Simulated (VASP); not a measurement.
Runs of VASP 6.6.1 on W. Symmetry: Im-3m, No. 229, cubic system. The conventional cell has a = 3.201 Å, b = 3.201 Å, c = 3.201 Å, α = 90.00°, β = 90.00°, γ = 90.00°. Around W (site symmetry m-3m) lie 8 W at 2.77 Å. 

```csv
task,level,potentials or basis,cell,k mesh,cutoff (eV),mesh quality,gap on the mesh (eV),pressure (GPa),relaxed volume (Å³/atom)
relaxation of cell and atoms,PBEsol,"VASP PAW PBE potentials, release 64 (W_sv)",relaxed,18 × 18 × 18,300,not flagged,none,0.0,15.69
relaxation of cell and atoms,PBEsol,"VASP PAW PBE potentials, release 64 (W)",relaxed,18 × 18 × 18,580,not flagged,none,0.0,15.54
relaxation of cell and atoms,PBEsol,"VASP PAW PBE potentials, release 64 (W_sv)",relaxed,18 × 18 × 18,600,not flagged,none,0.0,15.73
relaxation of cell and atoms,RPBE,"VASP PAW PBE potentials, release 64 (W_sv)",relaxed,18 × 18 × 18,600,not flagged,none,0.0,(a)
relaxation of cell and atoms,PBEsol,"VASP PAW PBE potentials, release 64 (W_sv)",relaxed,6 × 6 × 6,600,coarse,none,0.0,(c)
single point,PBEsol,"VASP PAW PBE potentials, release 64 (W_sv)",as given,18 × 18 × 18,520,not flagged,none,(b),-
relaxation of cell and atoms,LDA,"VASP PAW LDA potentials, release 64 (W_sv)",relaxed,18 × 18 × 18,600,not flagged,none,0.0,15.51
relaxation of cell and atoms,PBEsol,"VASP PAW PBE potentials, release 64 (W_sv)",relaxed,18 × 18 × 18,480,not flagged,none,0.0,15.72
```

Alike in all rows: no spin polarisation; smearing gaussian 0.1 eV.

**Question.** Estimate the missing entries.

**Answer.** (a) 16.36; (b) -12.7; (c) 15.63.

Caveats: some runs use coarse meshes; the PAW data sets were made with another functional, which shifts forces and pressure a little (some runs).

A k mesh can miss the band edges, and the runs leave out spin-orbit coupling on W.

A gap of «none» marks a metal or a gap under the smearing width.

The runs don't all hold the same shells in valence.

Runs at the PBE level aren't shown here.
